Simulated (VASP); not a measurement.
# GaOs (P2_13) in VASP: single point with PBEsol

Aim: the single point of GaOs with PBEsol.

Program: VASP 6.6.1. These are calculated values, not measurements. Logs are shortened: lines on timing, memory, paths and dates and some standing lists are left out, and cuts for length are marked.

**1. The crystal as given**

It takes space group P2_13 (No. 198, cubic). The conventional cell has a = 4.803 Å, b = 4.803 Å, c = 4.803 Å, α = 90.00°, β = 90.00°, γ = 90.00°. Around Ga (site symmetry 3) lie 7 Os at 2.50 to 2.68 Å. Around Os (site symmetry 3) lie 7 Ga at 2.50 to 2.68 Å.

The cell was built by a generator and needn't be a form met in nature.

**2. Single point, PBEsol**

The input, INCAR:

```
SYSTEM = GaOs
PREC = Accurate
ENCUT = 520
EDIFF = 1E-6
ISMEAR = -1
SIGMA = 0.1
LREAL = .False.
LASPH = .True.
NELM = 100
ALGO = Fast
ISIF = 2
LWAVE = .False.
LCHARG = .False.
GGA = PS
NBANDS = 52
```

The input, KPOINTS:

```
Automatic mesh
0
Gamma
  7 7 7
  0 0 0
```

The input, POSCAR:

```
GaOs
1.0
    4.8026734100      0.0000000000      0.0000000000
    0.0000000000      4.8026734100      0.0000000000
    0.0000000000      0.0000000000      4.8026734100
Ga Os
4 4
Direct
    0.8400000000      0.8400000000      0.8400000000
    0.6600000000      0.1600000000      0.3400000000
    0.3400000000      0.6600000000      0.1600000000
    0.1600000000      0.3400000000      0.6600000000
    0.1400000000      0.1400000000      0.1400000000
    0.3600000000      0.8600000000      0.6400000000
    0.6400000000      0.3600000000      0.8600000000
    0.8600000000      0.6400000000      0.3600000000
```

Potentials or basis: VASP PAW PBE potentials, release 64 (Ga_d, Os).

Launch:

```
cat potpaw_PBE.64/Ga_d/POTCAR potpaw_PBE.64/Os/POTCAR > POTCAR
mpirun -np 1 vasp_std > vasp.out
```

OUTCAR:

```text
SYSTEM = GaOs
   PREC = Accurate
   ENCUT = 520
   EDIFF = 1E-6
   ISMEAR = -1
   LREAL = .False.
   LASPH = .True.
   NELM = 100
   ISIF = 2
   GGA = PS

 ion  position               nearest neighbor table
   1  0.840  0.840  0.840-   5 2.50   6 2.50   7 2.50   8 2.50   7 2.68   8 2.68   6 2.68
   2  0.660  0.160  0.340-   6 2.50   5 2.50   7 2.50   8 2.50   7 2.68   8 2.68   5 2.68
   3  0.340  0.660  0.160-   7 2.50   6 2.50   5 2.50   8 2.50   8 2.68   6 2.68   5 2.68
   4  0.160  0.340  0.660-   8 2.50   6 2.50   7 2.50   5 2.50   6 2.68   5 2.68   7 2.68
   5  0.140  0.140  0.140-   1 2.50   2 2.50   3 2.50   4 2.50   3 2.68   4 2.68   2 2.68   6 2.95
                             7 2.95   8 2.95   6 2.95   8 2.95   7 2.95
   6  0.360  0.860  0.640-   2 2.50   1 2.50   3 2.50   4 2.50   3 2.68   4 2.68   1 2.68   8 2.95
                             5 2.95   5 2.95   7 2.95   7 2.95   8 2.95
   7  0.640  0.360  0.860-   3 2.50   2 2.50   1 2.50   4 2.50   4 2.68   2 2.68   1 2.68   8 2.95
                             5 2.95   8 2.95   6 2.95   6 2.95   5 2.95
   8  0.860  0.640  0.360-   4 2.50   2 2.50   3 2.50   1 2.50   2 2.68   1 2.68   3 2.68   7 2.95
                             5 2.95   7 2.95   5 2.95   6 2.95   6 2.95

  LATTYP: Found a simple cubic cell.
 ALAT       =     4.8026734100

  Lattice vectors:

 A1 = (   4.8026734100,   0.0000000000,   0.0000000000)
 A2 = (   0.0000000000,   4.8026734100,   0.0000000000)
 A3 = (   0.0000000000,   0.0000000000,   4.8026734100)

Analysis of symmetry for initial positions (statically):
=====================================================================
 Subroutine PRICEL returns:
 Original cell was already a primitive cell.

 Routine SETGRP: Setting up the symmetry group for a
 simple cubic supercell.

 Subroutine GETGRP returns: Found 12 space group operations
 (whereof  3 operations were pure point group operations)
 out of a pool of 48 trial point group operations.

The static configuration has the point symmetry C_3 .
 The point group associated with its full space group is T   .

Analysis of symmetry for dynamics (positions and initial velocities):
=====================================================================
 Subroutine PRICEL returns:
 Original cell was already a primitive cell.

 Routine SETGRP: Setting up the symmetry group for a
 simple cubic supercell.

 Subroutine GETGRP returns: Found 12 space group operations
 (whereof  3 operations were pure point group operations)
 out of a pool of 48 trial point group operations.

The dynamic configuration has the point symmetry C_3 .
 The point group associated with its full space group is T   .

 Subroutine INISYM returns: Found 12 space group operations
 (whereof  3 operations are pure point group operations),
 and found     1 'primitive' translations

----------------------------------------------------------------------------------------

                                     Primitive cell

  volume of cell :     110.7769

  direct lattice vectors                    reciprocal lattice vectors
     4.802673410  0.000000000  0.000000000     0.208217365  0.000000000  0.000000000
     0.000000000  4.802673410  0.000000000     0.000000000  0.208217365  0.000000000
     0.000000000  0.000000000  4.802673410     0.000000000  0.000000000  0.208217365

  length of vectors
     4.802673410  4.802673410  4.802673410     0.208217365  0.208217365  0.208217365

  position of ions in fractional coordinates (direct lattice)
     0.840000000  0.840000000  0.840000000
     0.660000000  0.160000000  0.340000000
     0.340000000  0.660000000  0.160000000
     0.160000000  0.340000000  0.660000000
     0.140000000  0.140000000  0.140000000
     0.360000000  0.860000000  0.640000000
     0.640000000  0.360000000  0.860000000
     0.860000000  0.640000000  0.360000000

  ion indices of the primitive-cell ions
   primitive index   ion index
                 1           1
                 2           2
                 3           3
                 4           4
                 5           5
                 6           6
                 7           7
                 8           8

----------------------------------------------------------------------------------------

 KPOINTS: Automatic mesh

Automatic generation of k-mesh.
 Grid dimensions read from file:
 generate k-points for:    7    7    7

 Generating k-lattice:

  Cartesian coordinates                     Fractional coordinates (reciprocal lattice)
     0.029745338  0.000000000  0.000000000     0.142857143  0.000000000  0.000000000
     0.000000000  0.029745338  0.000000000     0.000000000  0.142857143  0.000000000
     0.000000000  0.000000000  0.029745338     0.000000000  0.000000000  0.142857143

  Length of vectors
     0.029745338  0.029745338  0.029745338

  Shift w.r.t. Gamma in fractional coordinates (k-lattice)
     0.000000000  0.000000000  0.000000000

 Subroutine IBZKPT returns following result:
 ===========================================

 Found     24 irreducible k-points:

 Following reciprocal coordinates:
            Coordinates               Weight
  0.000000  0.000000  0.000000      1.000000
  0.142857  0.000000  0.000000      6.000000
  0.285714  0.000000  0.000000      6.000000
  0.428571  0.000000  0.000000      6.000000
  0.142857  0.142857  0.000000     12.000000
  0.285714  0.142857  0.000000     12.000000
[... 16 lines left out ...]
  0.428571  0.428571  0.285714     24.000000
  0.428571  0.428571  0.428571      8.000000
   k-points           NKPTS =     24   k-points in BZ     NKDIM =     24   number of bands    NBANDS=     52
   number of dos      NEDOS =    301   number of ions     NIONS =      8
   total plane-waves  NPLWV =  46656
   dimension x,y,z NGX =    36 NGY =   36 NGZ =   36
   dimension x,y,z NGXF=    72 NGYF=   72 NGZF=   72
   ions per type =               4   4
   NGX,Y,Z   is equivalent  to a cutoff of  12.46, 12.46, 12.46 a.u.
   NGXF,Y,Z  is equivalent  to a cutoff of  24.92, 24.92, 24.92 a.u.
 SYSTEM =  GaOs
   PREC   = accura    normal or accurate (medium, high low for compatibility)
   ISTART =      0    job   : 0-new  1-cont  2-samecut
   ICHARG =      2    charge: 1-file 2-atom 10-const
   ISPIN  =      1    spin polarized calculation?
   LNONCOLLINEAR =      F non collinear calculations
   LSORBIT =      F    spin-orbit coupling
   LASPH  =      T    aspherical Exc in radial PAW
   ENCUT  =  520.0 eV  38.22 Ry    6.18 a.u.   8.93  8.93  8.93*2*pi/ulx,y,z
   NELM   =    100;   NELMIN=  2; NELMDL= -5     # of ELM steps
   EDIFF  = 0.1E-05   stopping-criterion for ELM
   LREAL  =      F    real-space projection
   EDIFFG = 0.1E-04   stopping-criterion for IOM
   NSW    =      0    number of steps for IOM
   IBRION =     -1    ionic relax: 0-MD 1-quasi-New 2-CG
   NFREE  =      0    steps in history (QN), initial steepest desc. (CG)
   ISIF   =      2    stress and relaxation
   ISYM   =      2    0-nonsym 1-usesym 2-fastsym
   POTIM  = 0.5000    time-step for ionic-motion
   TEBEG  =    0.0;   TEEND  =   0.0 temperature during run
   PSTRESS=    0.0 pullay stress
   NELECT =      84.0000    total number of electrons
   NUPDOWN=      -1.0000    fix difference up-down
   EMIN   =  10.00;   EMAX   =-10.00  energy-range for DOS
   EFERMI =   0.00;   METHOD = LEGACY
   ISMEAR =    -1;   SIGMA  =   0.10  broadening in eV -4-tet -1-fermi 0-gaus
   EFERMI_NEDOS =   21; number of points for ismear=-14 and -15
   IALGO  =     68    algorithm
   IMIX   =      4    mixing-type and parameters
     AMIX     =   0.40;   BMIX     =  1.00
     AMIX_MAG =   1.60;   BMIX_MAG =  1.00
  volume/ion in A,a.u.               =      13.85        93.44
  Fermi-wavevector in a.u.,A,eV,Ry     =   1.492857  2.821091 30.322243  2.228622
  Thomas-Fermi vector in A             =   2.605332
   LORBIT       =      0    0 simple, 1 ext, 2 COOP (PROOUT), +10 PAW based schemes
   GGA     = PS    functional components
   LHFCALC =     F    Hartree Fock is set to
   AEXX    =    0.0000 exact exchange contribution
   IVDW    =     0    specifies the selected vdW correction
   LEPSILON=     F    determine dielectric tensor
   LRPA    =     F    only Hartree local field effects (RPA)
 non-spin polarized calculation
 RMM-DIIS sequential band-by-band and
  energy-cutoff  :      520.00
  volume of cell :      110.78
 maximum number of plane-waves:      3010
   NGX = 17   NGY = 17   NGZ = 17

 number of electron      83.9999959 magnetization

 Free energy of the ion-electron system (eV)
  ---------------------------------------------------
  ext. energy  EPLUGINS =         0.00000000
  ---------------------------------------------------
  free energy    TOTEN  =       -61.88870476 eV

  energy without entropy =      -61.72210733  energy(sigma->0) =      -61.80540604

 E-fermi :   8.3349     XC(G=0): -13.5033

 val. band max:        8.3238137118   @ k =   0.4286   0.4286   0.2857
 cond. band min:       8.3731627611   @ k =   0.4286   0.4286   0.1429
 fundamental gap:      0.0493490493
 Fermi energy:         8.3348724091

 k-point     1 :       0.0000    0.0000    0.0000
  band No.  band energies     occupation
      1      -6.1757      2.00000
      2      -6.1757      2.00000
      3      -6.1757      2.00000
      4      -6.1466      2.00000
      5      -6.1466      2.00000
      6      -6.1466      2.00000
[... 44 lines left out ...]
     51      14.7424      0.00000
     52      15.1456      0.00000

 k-point     2 :       0.1429    0.0000    0.0000
  band No.  band energies     occupation
      1      -6.1858      2.00000
      2      -6.1795      2.00000
      3      -6.1668      2.00000
      4      -6.1546      2.00000
      5      -6.1489      2.00000
      6      -6.1324      2.00000
[... 44 lines left out ...]
     51      14.4233      0.00000
     52      14.5541      0.00000
[... 1153 lines left out ...]
     51      15.3544      0.00000
     52      15.8876      0.00000

 k-point    24 :       0.4286    0.4286    0.4286
  band No.  band energies     occupation
      1      -6.1840      2.00000
      2      -6.1783      2.00000
      3      -6.1662      2.00000
      4      -6.1566      2.00000
      5      -6.1473      2.00000
      6      -6.1314      2.00000
[... 44 lines left out ...]
     51      15.2969      0.00000
     52      15.9823      0.00000

------------------------ aborting loop because EDIFF is reached ----------------------------------------

  FORCE on cell =-STRESS in cart. coord.  units (eV):
  Direction    XX          YY          ZZ          XY          YZ          ZX
  --------------------------------------------------------------------------------------
  -------------------------------------------------------------------------------------
  Total        4.0856177      4.0856177      4.0856177     -0.0000000      0.0000000      0.0000000
  in kB       59.0907006     59.0907006     59.0907006     -0.0000000      0.0000000      0.0000000
  external PRESSURE =      59.0907006 kB  Pullay stress =       0.0000000 kB

 VOLUME and BASIS-vectors are now :
 -----------------------------------------------------------------------------
  energy-cutoff  :      520.00
  volume of cell :      110.78
      direct lattice vectors                 reciprocal lattice vectors
     4.802673410  0.000000000  0.000000000     0.208217365  0.000000000  0.000000000
     0.000000000  4.802673410  0.000000000     0.000000000  0.208217365  0.000000000
     0.000000000  0.000000000  4.802673410     0.000000000  0.000000000  0.208217365

 POSITION                                       TOTAL-FORCE (eV/Angst)
 -----------------------------------------------------------------------------------
      4.03425      4.03425      4.03425         0.558348      0.558348      0.558348
      3.16976      0.76843      1.63291        -0.558348     -0.558348      0.558348
      1.63291      3.16976      0.76843         0.558348     -0.558348     -0.558348
      0.76843      1.63291      3.16976        -0.558348      0.558348     -0.558348
      0.67237      0.67237      0.67237        -0.046014     -0.046014     -0.046014
      1.72896      4.13030      3.07371         0.046014      0.046014     -0.046014
      3.07371      1.72896      4.13030        -0.046014      0.046014      0.046014
      4.13030      3.07371      1.72896         0.046014     -0.046014      0.046014
 -----------------------------------------------------------------------------------
    total drift:                               -0.000000     -0.000000     -0.000000

  FREE ENERGIE OF THE ION-ELECTRON SYSTEM (eV)
  ---------------------------------------------------
  free  energy   TOTEN  =       -61.8887047590 eV

  energy  without entropy=      -61.7221073286  energy(sigma->0) =      -61.80540604
```

Wall time 2.1 min (1 thread of Intel Xeon Platinum 8375C at 2.90GHz (Ice Lake), shared host); peak memory 0.27 GiB.

What came out:

```
Free energy            : -61.8887 eV
Pressure               : 5.9 GPa
Largest force          : 0.967 eV/Å
Band gap on the k mesh : none (metal or under the smearing width)
```

Forces in eV/Å, atoms in the order of the input:
```
Ga   0.558  0.558  0.558
Ga  -0.558 -0.558  0.558
Ga   0.558 -0.558 -0.558
Ga  -0.558  0.558 -0.558
Os  -0.046 -0.046 -0.046
Os   0.046  0.046 -0.046
Os  -0.046  0.046  0.046
Os   0.046 -0.046  0.046
```

Caveat: the PAW data sets were made with another functional, which shifts forces and pressure a little. The run has no spin-orbit coupling, so splittings on Os are missing.
